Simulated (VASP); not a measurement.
Calculation: r2SCAN meta-GGA, VASP's PBE PAW potentials (set 64) (plane waves; VASP).

Input for VASP

### KPOINTS
```
Automatic mesh
0
Gamma
 9 9 9
0 0 0
```

File POSCAR:
```
Mg3CdO4
4.3954910
  0.9999999441   0.0000000000   0.0000000000
  0.0000000000   0.9999999441   0.0000000000
  0.0000000000   0.0000000000   0.9999999441
Mg Cd O
3 1 4
Cartesian
  0.0000000000   0.4999999720   0.4999999720
  0.4999999720   0.0000000000   0.4999999720
  0.4999999720   0.4999999720   0.0000000000
  0.0000000000   0.0000000000   0.0000000000
  0.4999999720   0.0000000000   0.0000000000
  0.0000000000   0.4999999720   0.0000000000
  0.0000000000   0.0000000000   0.4999999720
  0.4999999720   0.4999999720   0.4999999720
```

**INCAR**
```
ISMEAR = 0   ! Gaussian
ALGO = Normal
LOPTICS = .TRUE.
LPEAD = .TRUE.
LMIXTAU = .TRUE.
EDIFF = 1E-7   ! SCF stop (eV)
ENCUT = 520   ! plane-wave cut-off (eV)
LCHARG = .FALSE.
NBANDS = 78
CSHIFT = 0.1
LWAVE = .FALSE.
NEDOS = 1001
METAGGA = R2SCAN
LREAL = .FALSE.   ! projection in real space or not
NELM = 100
SIGMA = 0.01   ! width (eV)
LASPH = .TRUE.   ! aspherical one-centre terms
PREC = Accurate
SYSTEM = Mg3CdO4
LMAXMIX = 4   ! l cut-off of mixed one-centre charges
```

POTCAR, in this order: Mg Cd O (PBE.64 set). Program: vasp_std.

Output of the run:

### OUTCAR
```
 ion  position               nearest neighbor table
   1  0.000  0.500  0.500-   6 2.20   7 2.20   8 2.20   6 2.20   7 2.20   8 2.20   3 3.11   4 3.11
                             2 3.11   2 3.11   4 3.11   3 3.11   4 3.11   2 3.11   3 3.11   4 3.11
   2  0.500  0.000  0.500-   5 2.20   7 2.20   8 2.20   5 2.20   8 2.20   7 2.20   3 3.11   4 3.11
                             1 3.11   1 3.11   3 3.11   3 3.11   3 3.11   1 3.11   4 3.11   4 3.11
   3  0.500  0.500  0.000-   5 2.20   6 2.20   8 2.20   8 2.20   5 2.20   6 2.20   1 3.11   2 3.11
                             1 3.11   2 3.11   4 3.11   2 3.11   2 3.11   1 3.11   4 3.11   4 3.11
   4  0.000  0.000  0.000-   5 2.20   6 2.20   7 2.20   7 2.20   6 2.20   5 2.20   1 3.11   2 3.11
                             1 3.11   1 3.11   3 3.11   2 3.11   1 3.11   2 3.11   3 3.11   3 3.11
   5  0.500  0.000  0.000-   2 2.20   3 2.20   4 2.20   2 2.20   3 2.20   4 2.20
   6  0.000  0.500  0.000-   1 2.20   3 2.20   4 2.20   1 2.20   4 2.20   3 2.20
   7  0.000  0.000  0.500-   1 2.20   2 2.20   4 2.20   4 2.20   1 2.20   2 2.20
   8  0.500  0.500  0.500-   1 2.20   2 2.20   3 2.20   3 2.20   2 2.20   1 2.20
  LATTYP: Found a simple cubic cell.
 ALAT       =     4.3954907542
 Subroutine PRICEL returns:
 Original cell was already a primitive cell.
 Subroutine GETGRP returns: Found 48 space group operations
The static configuration has the point symmetry O_h .
The dynamic configuration has the point symmetry O_h .
 Subroutine INISYM returns: Found 48 space group operations
 Subroutine IBZKPT returns following result:
 Found     35 irreducible k-points:

 Following reciprocal coordinates:
...
```

OSZICAR:
```
       N       E                     dE             d eps       ncg     rms          rms(c)
DAV:   1     0.247974893895E+03    0.24797E+03   -0.17986E+04  5564   0.528E+02
DAV:   2    -0.746994245070E+02   -0.32267E+03   -0.28431E+03  6304   0.174E+02
DAV:   3    -0.941642349132E+02   -0.19465E+02   -0.19152E+02  6426   0.436E+01
DAV:   4    -0.942963944176E+02   -0.13216E+00   -0.13211E+00  6272   0.376E+00
DAV:   5    -0.942968710822E+02   -0.47666E-03   -0.47665E-03  6246   0.203E-01    0.194E+01
DAV:   6    -0.771734953229E+02    0.17123E+02   -0.24812E+00  6038   0.207E+01    0.175E+01
DAV:   7    -0.747607958032E+02    0.24127E+01   -0.23114E+00  6092   0.436E+00    0.836E+00
DAV:   8    -0.794409369114E+02   -0.46801E+01   -0.50212E-01  5556   0.322E+00    0.255E+00
DAV:   9    -0.752844793917E+02    0.41565E+01   -0.28656E-01  5562   0.242E+00    0.155E+00
DAV:  10    -0.757862567486E+02   -0.50178E+00   -0.15765E-01  5532   0.146E+00    0.302E-01
DAV:  11    -0.758096205134E+02   -0.23364E-01   -0.43248E-03  6288   0.257E-01    0.181E-01
DAV:  12    -0.758198729535E+02   -0.10252E-01   -0.73467E-03  5810   0.345E-01    0.187E-01
DAV:  13    -0.758230929327E+02   -0.32200E-02   -0.13734E-03  5826   0.158E-01    0.911E-02
DAV:  14    -0.758242071424E+02   -0.11142E-02   -0.53807E-04  5898   0.972E-02    0.347E-02
DAV:  15    -0.758242363133E+02   -0.29171E-04   -0.57936E-05  6098   0.293E-02    0.221E-02
DAV:  16    -0.758241425717E+02    0.93742E-04   -0.10495E-04  5772   0.425E-02    0.472E-02
DAV:  17    -0.758242925929E+02   -0.15002E-03   -0.23855E-05  5784   0.266E-02    0.299E-03
DAV:  18    -0.758243017606E+02   -0.91677E-05   -0.54791E-06  6082   0.870E-03    0.240E-03
DAV:  19    -0.758243020409E+02   -0.28034E-06   -0.47949E-07  6262   0.263E-03    0.422E-04
DAV:  20    -0.758243021785E+02   -0.13755E-06   -0.48037E-08  5448   0.807E-04    0.923E-04
DAV:  21    -0.758243022635E+02   -0.85050E-07   -0.62374E-09  3336   0.423E-04
   1 F= -.75824302E+02 E0= -.75824302E+02  d E =-.401364E-44
 imaginary and real dielectric function
```

File OUTCAR:
```
------------------------ aborting loop because EDIFF is reached ----------------------------------------
  FORCE on cell =-STRESS in cart. coord.  units (eV):
  Direction    XX          YY          ZZ          XY          YZ          ZX
  --------------------------------------------------------------------------------------
  Total       -0.1581913     -0.1581913     -0.1581913      0.0000000     -0.0000000     -0.0000000
  in kB       -2.9844968     -2.9844968     -2.9844968      0.0000000     -0.0000000     -0.0000000
  external PRESSURE =      -2.9844968 kB  Pullay stress =       0.0000000 kB
  volume of cell :       84.92
      direct lattice vectors                 reciprocal lattice vectors
     4.395490754  0.000000000  0.000000000     0.227505882  0.000000000  0.000000000
     0.000000000  4.395490754  0.000000000     0.000000000  0.227505882  0.000000000
     0.000000000  0.000000000  4.395490754     0.000000000  0.000000000  0.227505882
 POSITION                                       TOTAL-FORCE (eV/Angst)
 -----------------------------------------------------------------------------------
      0.00000      2.19775      2.19775         0.000000      0.000000      0.000000
      2.19775      0.00000      2.19775         0.000000      0.000000      0.000000
      2.19775      2.19775      0.00000         0.000000      0.000000      0.000000
      0.00000      0.00000      0.00000         0.000000      0.000000      0.000000
      2.19775      0.00000      0.00000         0.000000      0.000000      0.000000
      0.00000      2.19775      0.00000         0.000000      0.000000      0.000000
      0.00000      0.00000      2.19775         0.000000      0.000000      0.000000
      2.19775      2.19775      2.19775         0.000000      0.000000      0.000000
 -----------------------------------------------------------------------------------
    total drift:                                0.000000      0.000000     -0.000000
  FREE ENERGIE OF THE ION-ELECTRON SYSTEM (eV)
  ---------------------------------------------------
  free  energy   TOTEN  =       -75.8243022635 eV

  energy  without entropy=      -75.8243022635  energy(sigma->0) =      -75.82430226

 plasma frequency squared (from intraband transitions) (eV^2)
  --------------------------------------------------------------------------------------
       0.000       0.000       0.000
       0.000       0.000       0.000
       0.000       0.000       0.000

 plasma frequency squared (from interband transitions, int dw w eps(2)(w)) (eV^2)
  --------------------------------------------------------------------------------------
     464.381       0.000      -0.000      -0.000       0.000       0.000
      -0.000       0.000     464.381       0.000      -0.000      -0.000
       0.000      -0.000      -0.000       0.000     464.381       0.000
```
(Selected blocks of OUTCAR.)

File OUTCAR:
```
 val. band max:        3.7736050149   @ k =   0.4444   0.4444   0.0000

 cond. band min:       5.6919247756   @ k =   0.0000   0.0000   0.0000


 Fermi energy:         3.8700820019

 k-point     1 :       0.0000    0.0000    0.0000
  band No.  band energies     occupation
      1     -15.8241      2.00000
      2     -14.8109      2.00000
      3     -14.8109      2.00000
      4     -14.5828      2.00000
      5      -3.1958      2.00000
      6      -3.1958      2.00000
      7      -3.1958      2.00000
      8      -2.3747      2.00000
      9      -2.3747      2.00000
     10      -1.8008      2.00000
     11      -1.8008      2.00000
     12      -1.8008      2.00000
     13       0.5942      2.00000
     14       0.5942      2.00000
     15       0.5942      2.00000
     16       0.6500      2.00000
     17       0.6500      2.00000
     18       0.6500      2.00000
     19       1.8313      2.00000
     20       1.8313      2.00000
     21       1.8313      2.00000
     22       5.6919      0.00000
     23      10.1603      0.00000
     24      11.5527      0.00000
     25      11.5527      0.00000
     26      12.6364      0.00000
     27      12.6364      0.00000
     28      12.6364      0.00000
     29      14.6418      0.00000
     30      14.6418      0.00000
     31      14.6418      0.00000
     32      19.2025      0.00000
     33      19.2025      0.00000
     34      19.2025      0.00000
     35      20.1971      0.00000
     36      20.1971      0.00000
     37      20.1971      0.00000
     38      20.3655      0.00000
     39      20.3655      0.00000
     40      20.3655      0.00000
     41      21.2362      0.00000
     42      23.9995      0.00000
     43      23.9995      0.00000
     44      25.4843      0.00000
     45      25.4843      0.00000
     46      25.4843      0.00000
     47      25.9579      0.00000
     48      26.9170      0.00000
     49      26.9170      0.00000
     50      28.4146      0.00000
     51      31.9698      0.00000
...
```

The structure comes from a computed database's Mg3CdO4 entry (Pm-3m); how it stands against other phases isn't given here. It was relaxed first.
